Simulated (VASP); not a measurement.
These are PBE0 hybrid, VASP's PBE PAW potentials (set 64) (plane waves; VASP) values and carry that method's errors.

Input for VASP

**KPOINTS**
```
Automatic mesh
0
Gamma
8 8 8
0 0 0
```

### INCAR
```
AEXX = 0.25
ALGO = Normal
EDIFF = 1E-6
ENCUT = 520
GGA = PE
HFRCUT = -1
ISIF = 2
ISMEAR = 0
ISYM = 3
LASPH = T
LCHARG = F
LHFCALC = T
LREAL = F
LWAVE = F
NELM = 60
PREC = Accurate
PRECFOCK = Fast
SIGMA = 0.05
SYSTEM = BP
```

### POSCAR
```
BP
1
    0.0000000000     2.2501834195     2.2501834195
    2.2501834195     0.0000000000     2.2501834195
    2.2501834195     2.2501834195     0.0000000000
B P
1 1
Direct
  0.0000000000   0.0000000000   0.0000000000
  0.2500000000   0.2500000000   0.2500000000
```

POTCAR, in this order: B P (PBE.64 set). Program: vasp_std. Read from the step before: WAVECAR.

The run wrote:

OSZICAR:
```
       N       E                     dE             d eps       ncg     rms          rms(c)
DAV:   1    -0.157689512568E+02   -0.15769E+02   -0.28309E-01   528   0.441E+00    0.162E+00
DAV:   2    -0.157716231619E+02   -0.26719E-02   -0.62534E-03   672   0.608E-01    0.109E+00
DAV:   3    -0.157713442385E+02    0.27892E-03   -0.30660E-04   632   0.138E-01    0.627E-01
DAV:   4    -0.157712167925E+02    0.12745E-03   -0.43636E-05   568   0.652E-02    0.354E-01
DAV:   5    -0.157711716079E+02    0.45185E-04   -0.12221E-05   592   0.361E-02    0.199E-01
DAV:   6    -0.157711561878E+02    0.15420E-04   -0.44852E-06   600   0.211E-02    0.112E-01
DAV:   7    -0.157711510187E+02    0.51691E-05   -0.15766E-06   360   0.125E-02    0.628E-02
DAV:   8    -0.157711493053E+02    0.17134E-05   -0.61363E-07   312   0.759E-03    0.349E-02
DAV:   9    -0.157711487471E+02    0.55813E-06   -0.20618E-07   288   0.431E-03
   1 F= -.15771149E+02 E0= -.15771149E+02  d E =-.227410E-13
```

OUTCAR:
```
------------------------ aborting loop because EDIFF is reached ----------------------------------------
  FORCE on cell =-STRESS in cart. coord.  units (eV):
  Direction    XX          YY          ZZ          XY          YZ          ZX
  --------------------------------------------------------------------------------------
  Total        0.3013861      0.3013861      0.3013861      0.0000000      0.0000000      0.0000000
  in kB       21.1909348     21.1909348     21.1909348      0.0000000      0.0000000      0.0000000
  external PRESSURE =      21.1909348 kB  Pullay stress =       0.0000000 kB
  volume of cell :       22.79
      direct lattice vectors                 reciprocal lattice vectors
     0.000000000  2.250183419  2.250183419    -0.222204108  0.222204108  0.222204108
     2.250183419  0.000000000  2.250183419     0.222204108 -0.222204108  0.222204108
     2.250183419  2.250183419  0.000000000     0.222204108  0.222204108 -0.222204108
  FREE ENERGIE OF THE ION-ELECTRON SYSTEM (eV)
  ---------------------------------------------------
  free  energy   TOTEN  =       -15.7711487471 eV

  energy  without entropy=      -15.7711487471  energy(sigma->0) =      -15.77114875

  exchange ACFDT corr.  =         0.00000000  see jH, gK, PRB 81, 115126
```
(Selected blocks of OUTCAR.)

The compound is BP in the zinc blende structure. This cell is one point of a volume scan, at 0.97 of the reference volume. The cell's shape comes from a PBE relaxation.
